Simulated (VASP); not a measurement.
Here is the system:

```yaml
crystal:
  lattice:
    - [6.00883, -1.49118, 0.00000]
    - [6.00883, 1.49118, 0.00000]
    - [-1.35451, 0.00000, 5.52943]
  atoms:
    - { symbol: Ga, position: [0.34116, 0.34116, 0.68527] }
    - { symbol: Ga, position: [0.65884, 0.65884, 0.31473] }
    - { symbol: Ga, position: [0.90953, 0.90953, 0.20521] }
    - { symbol: Ga, position: [0.09047, 0.09047, 0.79479] }
    - { symbol: O, position: [0.50353, 0.50353, 0.74334] }
    - { symbol: O, position: [0.49647, 0.49647, 0.25666] }
    - { symbol: O, position: [0.82663, 0.82663, 0.43677] }
    - { symbol: O, position: [0.17337, 0.17337, 0.56323] }
    - { symbol: O, position: [0.16450, 0.16450, 0.10915] }
    - { symbol: O, position: [0.83550, 0.83550, 0.89085] }
```

Calculation: PBE GGA, VASP's PBE PAW potentials (set 64) (plane waves; VASP 6.6.1). Numerical set-up: 400 eV cut-off, 6×6×3 Γ-centred mesh, Gaussian smearing of 0.010 eV, potentials Ga_d O.

At this cut-off the stress carries a Pulay error, which pulls relaxed volumes low.

Q: Estimate the energy per atom (σ→0), pressure, largest force, band gap (on the k-mesh) with the smallest direct gap where there is one.

A: 
The band gap (on the k-mesh) is 2.91 eV and the smallest direct gap (on the k-mesh) is 2.91 eV. The energy per atom (σ→0) is -5.908 eV/atom, the pressure is 17.02 GPa and the largest force comes out as 0.546 eV/Å.

Total energies compare only between runs with the same potentials, cut-off and functional.

The structure comes from a computed database's Ga2O3 entry; how it stands against other phases isn't given here. The cell was not relaxed at this level.
